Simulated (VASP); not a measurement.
```yaml
crystal:
  lattice:
    - [1.74467, -3.02185, 0.00000]
    - [1.74467, 3.02185, 0.00000]
    - [0.00000, 0.00000, 5.59011]
  atoms:
    - { symbol: Tl, position: [0.33333, 0.66667, 0.25000] }
    - { symbol: Tl, position: [0.66667, 0.33333, 0.75000] }
```

Calculation: PBE GGA with D4 dispersion, VASP's PBE PAW potentials (set 64) (plane waves; VASP). Settings: 520 eV cut-off, Gaussian smearing of 0.050 eV, potentials Tl_d.

Q: Give the energies of bands 11 to 16 at the high-symmetry points, in eV from the Fermi level.

A: 
```csv
band,Γ,M,K,A,L,H
11,-9.90,-5.80,-4.66,-8.51,-4.80,-4.19
12,-5.20,-4.71,-4.66,-8.51,-4.80,-4.19
13,-2.78,-0.80,-1.29,3.17,-2.23,-0.90
14,7.75,0.44,1.64,3.17,-2.23,-0.90
15,7.75,1.29,1.64,8.70,5.40,0.18
16,9.76,3.67,2.69,8.70,5.40,0.18
```

It has no gap at this level: it comes out as a metal or semimetal.

The compound is Tl in the hcp structure. It was relaxed first.
